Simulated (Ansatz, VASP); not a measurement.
# InHO2 in two plane-wave programs

One calculation is typed for both programs; each brings its own data sets. How far apart do they land? The cell is taken from a series of runs on this material, whose earlier steps may have relaxed, scaled, displaced or heated it; both programs get it as it stands.

Method: plane waves, with VASP 6.6.1 beside it; LDA and r2SCAN, in Ansatz 0.2.0.

### Step 1. Starting point

It takes space group Pnnm (No. 58, orthorhombic). Conventional cell: a = 4.509 Å, b = 5.258 Å, c = 3.276 Å, α = 90.00°, β = 90.00°, γ = 90.00°. In has 6 O at 2.18 Å nearest. H has 2 O at 1.21 Å nearest. Nearest to O lie 1 H at 1.21 Å and 3 In at 2.18 Å. Farther neighbours and most contacts between anions are not listed.

Coordinates:

```cif
data_structure
_symmetry_space_group_name_H-M 'P 1'
_symmetry_Int_Tables_number 1
_cell_length_a 4.5086
_cell_length_b 5.2584
_cell_length_c 3.2764
_cell_angle_alpha 90.000
_cell_angle_beta 90.000
_cell_angle_gamma 90.000
_cell_volume 77.67
loop_
_atom_site_label
_atom_site_type_symbol
_atom_site_fract_x
_atom_site_fract_y
_atom_site_fract_z
_atom_site_occupancy
In1 In 0.50000 0.50000 0.50000 1
In2 In 0.00000 0.00000 0.00000 1
H3 H 0.50000 0.00000 0.50000 1
H4 H 0.00000 0.50000 0.00000 1
O5 O 0.27952 0.86867 0.50000 1
O6 O 0.72048 0.13133 0.50000 1
O7 O 0.22048 0.36867 0.00000 1
O8 O 0.77952 0.63133 0.00000 1
```

### Step 2. VASP: single point, LDA, pair 1

With cell and atoms fixed, the geometry can't cause a difference; cores, projectors, grids and the points listed under the comparison can.

Lines of VASP's logs that name or quote its potential files are left out, and so is its time.

File INCAR:

```
SYSTEM = InHO2
PREC = Accurate
ENCUT = 520
EDIFF = 1E-06
NELM = 120
ISMEAR = 0
SIGMA = 0.01
LREAL = .FALSE.
ALGO = Normal
GGA = PW92
NBANDS = 34
LORBIT = 11
LWAVE = .FALSE.
LCHARG = .FALSE.
ISIF = 2
LASPH = .TRUE.
GGA_COMPAT = .FALSE.
EFERMI = MIDGAP
KPAR = 2
```

File POSCAR:

```
InHO2
1.0
    4.5085608821      0.0000000000      0.0000000000
    0.0000000000      5.2583612626      0.0000000000
    0.0000000000      0.0000000000      3.2763589048
In H O
2 2 4
Direct
    0.5000000000      0.5000000000      0.5000000000
    0.0000000000      0.0000000000      0.0000000000
    0.5000000000      0.0000000000      0.5000000000
    0.0000000000      0.5000000000      0.0000000000
    0.2795201503      0.8686657686      0.5000000000
    0.7204798497      0.1313342314      0.5000000000
    0.2204798497      0.3686657686      0.0000000000
    0.7795201503      0.6313342314      0.0000000000
```

File KPOINTS:

```
Automatic mesh
0
Gamma
6 6 8
0 0 0
```

Potentials, in the order of the species: In_d, H and O (LDA family, release 64).

The run is started by

```bash
> mpirun -np 2 vasp_std
```

Numbers of over 12 decimals in the logs are rounded to 6 here.

What it wrote:

```text
[banner, memory and clock lines left out]
running    2 mpi-ranks, on    1 nodes
 distrk:  each k-point on    1 cores,    2 groups
 distr:  one band on    1 cores,    1 groups

 POSCAR found type information on POSCAR InH O
 POSCAR found :  3 types and       8 ions
|                                                                             |
|               ----> ADVICE to this user running VASP <----                  |
|                                                                             |
|     You enforced a specific xc type in the INCAR file but a different       |
|     [... a line on the potential file left out ...]
|     I HOPE YOU KNOW WHAT YOU ARE DOING!                                     |
|                                                                             |

 LDA part: xc-table for (Slater(with rela. corr.)+PW92), standard interpolation
 POSCAR, INCAR and KPOINTS ok, starting setup
 FFT: planning ... GRIDC
 FFT: planning ... GRID_SOFT
 FFT: planning ... GRID
 WAVECAR not read
 entering main loop
       N       E                     dE             d eps       ncg     rms          rms(c)
DAV:   1     0.625074180610E+03    0.62507E+03   -0.25240E+04  5552   0.207E+03
DAV:   2     0.410143576692E+02   -0.58406E+03   -0.55196E+03  5968   0.530E+02
DAV:   3    -0.489317912160E+02   -0.89946E+02   -0.87858E+02  5894   0.209E+02
DAV:   4    -0.540254312565E+02   -0.50936E+01   -0.50441E+01  7166   0.505E+01
DAV:   5    -0.542095050792E+02   -0.18407E+00   -0.18391E+00  7704   0.931E+00    0.168E+01
DAV:   6    -0.483295614794E+02    0.58799E+01   -0.18989E+01  8776   0.572E+01    0.134E+01
DAV:   7    -0.483373234881E+02   -0.77620E-02   -0.16575E+00  6058   0.880E+00    0.329E+00
DAV:   8    -0.482704953491E+02    0.66828E-01   -0.13047E-01  8682   0.302E+00    0.153E+00
DAV:   9    -0.482441155483E+02    0.26380E-01   -0.25215E-02  8788   0.221E+00    0.215E-01
DAV:  10    -0.482439468873E+02    0.16866E-03   -0.60535E-03  8416   0.872E-01    0.196E-01
DAV:  11    -0.482438919124E+02    0.54975E-04   -0.44334E-04  8380   0.198E-01    0.684E-02
DAV:  12    -0.482439030352E+02   -0.11123E-04   -0.90809E-05  7888   0.652E-02    0.302E-02
DAV:  13    -0.482438943379E+02    0.86973E-05   -0.37805E-05  8414   0.664E-02    0.193E-03
DAV:  14    -0.482438944718E+02   -0.13385E-06   -0.17014E-06  4314   0.124E-02
   1 F= -.48243894E+02 E0= -.48243894E+02  d E =0.000000E+00
```

OUTCAR, selected parts (step 2):

```text
ion  position               nearest neighbor table
   1  0.500  0.500  0.500-   5 2.18   6 2.18   7 2.18   8 2.18   7 2.18   8 2.18   2 3.83   2 3.83
                             2 3.83   2 3.83   2 3.83   2 3.83   2 3.83   2 3.83
   2  0.000  0.000  0.000-   7 2.18   8 2.18   5 2.18   6 2.18   5 2.18   6 2.18   1 3.83   1 3.83
                             1 3.83   1 3.83   1 3.83   1 3.83   1 3.83   1 3.83
   3  0.500  0.000  0.500-   5 1.21   6 1.21
   4  0.000  0.500  0.000-   7 1.21   8 1.21
   5  0.280  0.869  0.500-   3 1.21   1 2.18   2 2.18   2 2.18
   6  0.720  0.131  0.500-   3 1.21   1 2.18   2 2.18   2 2.18
   7  0.220  0.369  0.000-   4 1.21   2 2.18   1 2.18   1 2.18
   8  0.780  0.631  0.000-   4 1.21   2 2.18   1 2.18   1 2.18

  LATTYP: Found a simple orthorhombic cell.
 ALAT       =     3.2763589048
 B/A-ratio  =     1.3760888270
 C/A-ratio  =     1.6049405500

 Subroutine GETGRP returns: Found  8 space group operations
 (whereof  4 operations were pure point group operations)

The static configuration has the point symmetry C_2h.
 The point group associated with its full space group is D_2h.

 Found     80 irreducible k-points:

   k-points           NKPTS =     80   k-points in BZ     NKDIM =     80   number of bands    NBANDS=     34

   dimension x,y,z NGX =    36 NGY =   40 NGZ =   24
   dimension x,y,z NGXF=    72 NGYF=   80 NGZF=   48

   ENCUT  =  520.0 eV  38.22 Ry    6.18 a.u.   8.38  9.78  6.09*2*pi/ulx,y,z

   NELECT =      52.0000    total number of electrons

 k-points in reciprocal lattice and weights: Automatic mesh
   0.00000000  0.00000000  0.00000000       0.003
   0.16666667  0.00000000  0.00000000       0.007
   0.33333333  0.00000000  0.00000000       0.007
   0.50000000  0.00000000  0.00000000       0.003
   0.00000000  0.16666667  0.00000000       0.007
   0.16666667  0.16666667  0.00000000       0.014
   0.33333333  0.16666667  0.00000000       0.014
   0.50000000  0.16666667  0.00000000       0.007
   0.00000000  0.33333333  0.00000000       0.007
[...]
0.33333333  0.50000000  0.50000000       0.007
   0.50000000  0.50000000  0.50000000       0.003

 average (electrostatic) potential at core
       1 -93.5311       2 -93.5311       3 -31.0731       4 -31.0731       5 -69.9895
       6 -69.9895       7 -69.9895       8 -69.9895

 E-fermi :   5.3861

 k-point     1 :       0.0000    0.0000    0.0000
  band No.  band energies     occupation
    ...
     22       3.9488      2.00000
     23       4.0464      2.00000
     24       4.1691      2.00000
     25       4.2871      2.00000
     26       4.3622      2.00000
     27       6.4100      0.00000
     28      11.1248      0.00000
     29      11.4253      0.00000
     30      12.5841      0.00000
     31      15.5537      0.00000
    ...

 k-point     2 :       0.1667    0.0000    0.0000
  band No.  band energies     occupation
    ...
     22       3.4210      2.00000
     23       3.9175      2.00000
     24       4.1573      2.00000
     25       4.1978      2.00000
     26       4.2315      2.00000
     27       7.0790      0.00000
     28      10.7967      0.00000
     29      11.3970      0.00000
     30      12.1132      0.00000
     31      15.6087      0.00000
    ...

 k-point     3 :       0.3333    0.0000    0.0000
  band No.  band energies     occupation
    ...
     22       3.2894      2.00000
     23       3.7770      2.00000
     24       3.8706      2.00000
     25       4.0576      2.00000
     26       4.0792      2.00000
     27       8.1593      0.00000
     28      10.0001      0.00000
     29      11.3297      0.00000
     30      11.4343      0.00000
     31      15.1264      0.00000
    ...

  Total       -1.0243796     -1.1215894     -1.4651930      0.0000000      0.0000000      0.0000000
  in kB      -21.1296192    -23.1347422    -30.2221667      0.0000000      0.0000000      0.0000000
  external PRESSURE =     -24.8288427 kB  Pullay stress =       0.0000000 kB

  energy-cutoff  :      520.00
  volume of cell :       77.67
      direct lattice vectors                 reciprocal lattice vectors
     4.508560882  0.000000000  0.000000000     0.221800265  0.000000000  0.000000000
     0.000000000  5.258361263  0.000000000     0.000000000  0.190173316  0.000000000
     0.000000000  0.000000000  3.276358905     0.000000000  0.000000000  0.305216867

 POSITION                                       TOTAL-FORCE (eV/Angst)
 -----------------------------------------------------------------------------------
      2.25428      2.62918      1.63818         0.000000      0.000000      0.000000
      0.00000      0.00000      0.00000         0.000000      0.000000      0.000000
      2.25428      0.00000      1.63818         0.000000      0.000000      0.000000
      0.00000      2.62918      0.00000         0.000000      0.000000      0.000000
      1.26023      4.56776      1.63818        -0.146118     -0.053134     -0.000000
      3.24833      0.69060      1.63818         0.146118      0.053134      0.000000
      0.99405      1.93858      0.00000         0.146118     -0.053134      0.000000
      3.51451      3.31978      0.00000        -0.146118      0.053134     -0.000000
 -----------------------------------------------------------------------------------
    total drift:                                0.000000     -0.000000      0.000000

  FREE ENERGIE OF THE ION-ELECTRON SYSTEM (eV)
  ---------------------------------------------------
  free  energy   TOTEN  =       -48.2438944718 eV

  energy  without entropy=      -48.2438944718  energy(sigma->0) =      -48.24389447

 total charge
# of ion       s       p       d       tot
------------------------------------------
    1        0.649   0.669  10.071  11.389
    2        0.649   0.669  10.071  11.389
    3        0.467   0.106   0.000   0.572
    4        0.467   0.106   0.000   0.572
    5        1.549   3.482   0.000   5.031
    6        1.549   3.482   0.000   5.031
    7        1.549   3.482   0.000   5.031
    8        1.549   3.482   0.000   5.031
--------------------------------------------------
tot          8.429  15.478  20.142  44.049

[... 3 further parts left out ...]
```

The run ends at a pressure of -2.48 GPa, with forces up to 0.16 eV/Å.

### Step 3. Ansatz: single point, LDA, pair 1

Ansatz runs on PAW files that the input asks for by source.

The same cell, functional (in two slightly different forms) and mesh now go to Ansatz, which takes its cutoff from its data sets.

File input.yaml:

```yaml
crystal:
  lattice:
    - [4.5085608821, 0.0, 0.0]
    - [0.0, 5.2583612626, 0.0]
    - [0.0, 0.0, 3.2763589048]
  atoms:
    - { symbol: In, position: [0.5, 0.5, 0.5] }
    - { symbol: In, position: [0.0, 0.0, 0.0] }
    - { symbol: H, position: [0.5, 0.0, 0.5] }
    - { symbol: H, position: [0.0, 0.5, 0.0] }
    - { symbol: O, position: [0.2795201503, 0.8686657686, 0.5] }
    - { symbol: O, position: [0.7204798497, 0.1313342314, 0.5] }
    - { symbol: O, position: [0.2204798497, 0.3686657686, 0.0] }
    - { symbol: O, position: [0.7795201503, 0.6313342314, 0.0] }
kpoints:
  mp_grid: { grid: [6, 6, 8] }
hamiltonian:
  xc: lda
  pseudopotentials: { kind: paw, source: ansatz }
scf:
  occupations: { method: fixed }
  n_extra_bands: 6
  lower_state_search: "off"
  convergence: { dr2_threshold: 1.0e-09 }
output:
  eigenvalues: true
```

The run is started by

```bash
> ansatz run input.yaml --threads 8 --pin off --max-ram 18432MiB --backend cpu --events-out ev --progress --plain --runs-dir out
```

What it wrote:

```text
scf.n_extra_bands = 6 over 34 filled bands (N_el = 68.0): the run solves 40 bands
Engine: ansatz 0.2.0, aarch64-unknown-linux-gnu
Pseudopotentials: kind: paw
Pseudopotential: In, paw, valence charge 21, recommended cutoff 710 eV (normal), In.paw.azcp
Pseudopotential: H, paw, valence charge 1, recommended cutoff 800 eV (normal), H.paw.azcp
Pseudopotential: O, paw, valence charge 6, recommended cutoff 930 eV (normal), O.paw.azcp
Functional definition: SPW92
  exchange = slater_x
  correlation = pw_c
Crystal: 8 atoms, lattice volume = 77.675 Å³
Basis set: ecut = 930 eV, 4989 PW (Γ)
Bands: 40, of which v1, the nominal top of the filled ones, is band 34 counted from 1 (33 counted from 0)
Symmetry: 8 space group operations
Space group: Pnnm (ITA 58), of the structure as read, at distance tolerance 4.3e-5 Å
k-points: 80 of 288
Non-local potential: In, projectors of the file, l = 0: 3, l = 1: 3, l = 2: 2, l = 3: 2
Non-local potential: H, projectors of the file, l = 0: 2, l = 1: 1, l = 2: 1
Non-local potential: O, projectors of the file, l = 0: 2, l = 1: 2, l = 2: 1
PAW form: soft (Blöchl's): semilocal exchange-correlation on the pseudo side does not see the compensation charge
PAW frozen core: In, regenerated for the run's functional, and the local potential with it (the file was generated under x = pbe(κ = 0.804, μ = 0.219515), c = pbe(β = 0.066725))
PAW frozen core: O, regenerated for the run's functional, and the local potential with it (the file was generated under x = pbe(κ = 0.804, μ = 0.219515), c = pbe(β = 0.066725))
PAW one-centre angular grid: In, 590 points (default); XC on 64 Gauss nodes
PAW one-centre angular grid: H, 110 points (default); XC on 64 Gauss nodes
PAW one-centre angular grid: O, 110 points (default); XC on 64 Gauss nodes
Initial density: superposition of atomic densities (chi_scale 0.1, normalization cell, long waves kept (reshape's long-wave potential 0.01 eV rms))
Initial wavefunctions: pseudopotential atomic-orbital guess
Functional: x = slater, c = lda
SCF iter   1: F=—  HF=-19909.522772 eV  |F-HF|=—  |Δ(HF+E_count)|=         —  Δρ=1.17e-1  dr2=7.21e0  ethr=3.10e-3  ⟨swp⟩=4.1  Hψ=9689  notcnv=0  defer=320
preconditioner: auto → Resta (q_TF=auto, 2.668 Å⁻¹)  ε∞=4.0  [insulator: Δε(μ)=1.854 eV  Ē_g=17.486 eV  n_scr=28 (ndim 8)  ℏωp=30.4 eV  f_vac=0.000  ε∞_Penn≈4.0]
SCF iter   2: F=—  HF=-19907.189013 eV  |F-HF|=—  |Δ(HF+E_count)|=    2.33e0  Δρ=3.44e-2  dr2=9.10e-1  ethr=3.10e-3  ⟨swp⟩=2.3  Hψ=6840  notcnv=0  defer=288
SCF iter   3: F=—  HF=-19906.953055 eV  |F-HF|=—  |Δ(HF+E_count)|=   2.36e-1  Δρ=2.01e-2  dr2=1.59e-1  ethr=1.34e-3  ⟨swp⟩=2.0  Hψ=4974  notcnv=0  defer=319
SCF iter   4: F=—  HF=-19906.943742 eV  |F-HF|=—  |Δ(HF+E_count)|=   9.31e-3  Δρ=7.83e-3  dr2=4.10e-2  ethr=2.34e-4  ⟨swp⟩=2.4  Hψ=4003  notcnv=0  defer=320
SCF iter   5: F=—  HF=-19906.932486 eV  |F-HF|=—  |Δ(HF+E_count)|=   1.13e-2  Δρ=2.13e-3  dr2=2.16e-3  ethr=6.03e-5  ⟨swp⟩=2.0  Hψ=5274  notcnv=0  defer=320
SCF iter   6: F=—  HF=-19906.932726 eV  |F-HF|=—  |Δ(HF+E_count)|=   2.40e-4  Δρ=4.96e-4  dr2=1.12e-4  ethr=3.17e-6  ⟨swp⟩=2.0  Hψ=5018  notcnv=0  defer=320
SCF iter   7: F=—  HF=-19906.932718 eV  |F-HF|=—  |Δ(HF+E_count)|=   8.00e-6  Δρ=1.47e-4  dr2=8.72e-6  ethr=1.64e-7  ⟨swp⟩=2.0  Hψ=3849  notcnv=0  defer=198
SCF iter   8: F=—  HF=-19906.932722 eV  |F-HF|=—  |Δ(HF+E_count)|=   3.77e-6  Δρ=1.69e-5  dr2=1.40e-7  ethr=1.28e-8  ⟨swp⟩=2.0  Hψ=5330  notcnv=0  defer=151
SCF iter   9: F=—  HF=-19906.932853 eV  |F-HF|=—  |Δ(HF+E_count)|=   1.31e-4  Δρ=1.53e-6  dr2=2.13e-9  ethr=2.06e-10  ⟨swp⟩=2.3  Hψ=5742  notcnv=0  defer=151
SCF iter  10: F=-19906.932853 eV  HF=-19906.932853 eV  |F-HF|=6.55e-11  |Δ(HF+E_count)|=  3.57e-10  Δρ=5.39e-7  dr2=1.30e-10  ethr=1.47e-12  ⟨swp⟩=9.2  Hψ=9519  notcnv=0
SCF 1 converged in 10 iterations: F = -19906.932853 eV  dr2 = 1.30e-10
  greatest PAW one-centre occupation: 0.994 electrons in one spin orbital (limit 2), on the In atom at site 1 (counted from 0), in its partial waves of l = 0
SCF converged after 10 iterations
Free energy (F): -19906.932853 eV
Harris-Foulkes:  -19906.932853 eV  (|F-HF|=6.55e-11)
Internal energy: -19906.932853 eV  (E = F + TS)
E sigma→0 (E₀):  -19906.932853 eV
Fermi energy:    8.695093 eV
--- Per-component energies (eV) ---
  E_band       = -1139.415989
  E_kinetic    = 2794.632797
  E_local      = -12934.440246  (includes V_loc(G=0)·N_el)
  E_nonlocal   = 3386.237559
  E_hartree    = 4320.818837
  E_xc         = -834.819300
  E_vxc        = -1090.859018  (∫ρ·V_xc dr)
  E_paw        = -9015.709079  (= ΣΔE_a)
  E_vpaw       = -1936.625926  (= ΣTr[D̂ρ^β])
  E_aug_tail   = 0.000174  (compensation charges beyond the density's cutoff)
  E_ewald      = -7625.655764
  E_core_change = 2.002170  (= ΣΔE_core)
  E_smearing   = -0.000000  (= −TS)
  E_closure    = 0.000000  (closes the sum)
  Σ components = -19906.932853   (vs F -19906.932853, Δ=0.00e0)
--- Band table (eV; the first three rows and the last of 80) ---
  k-point 0: bands = [... 30 lower, 8.3862, 8.5008, 8.6200, 8.6951, 10.7181, 15.4395, 15.7665, 16.9186, ... 2 higher]
  k-point 1: bands = [... 30 lower, 8.1997, 8.3873, 8.3915, 8.5903, 11.4394, 15.6766, 16.2295, 17.3210, ... 2 higher]
  k-point 2: bands = [... 30 lower, 7.8482, 8.0106, 8.1496, 8.5392, 12.7824, 16.0177, 17.3545, 18.1679, ... 2 higher]
  k-point 79: bands = [... 30 lower, 7.5329, 7.5329, 8.1972, 8.1972, 14.6572, 14.6572, 17.3226, 17.3226, ... 2 higher]
```

### Step 4. Side by side

Known differences besides the potentials themselves: fixed occupations in Ansatz, narrow Gaussian smearing in VASP; the data sets hold 68 valence electrons in Ansatz (on PAW files that the input asks for by source) and 52 in VASP; the cutoff is 930 eV in Ansatz and 520 eV in VASP; VASP's log shows a relativistic correction to its local exchange, Ansatz's none. Total energies have different zeros and are not compared.

The two programs side by side:

| quantity | Ansatz | VASP | difference |
| --- | --- | --- | --- |
| gap on the k mesh (eV) | 2.023 | 2.048 | -0.025 |

A gap on the mesh is an upper bound, since the band edges may lie between its points.

[end of part 1 of 2]

[Lines on the potential files, build, host, timing and source positions are cut from VASP's logs without a mark.]

[Logs are printed without paths, hosts, clocks, repeated set-up lines and the standing remarks that a program may print on its own settings, such as how far it seeks lower states.]

[Hosts, paths, dates, database ids (printed as entryN), source tags and the programs' standing remarks are cut or masked in the printed files.]
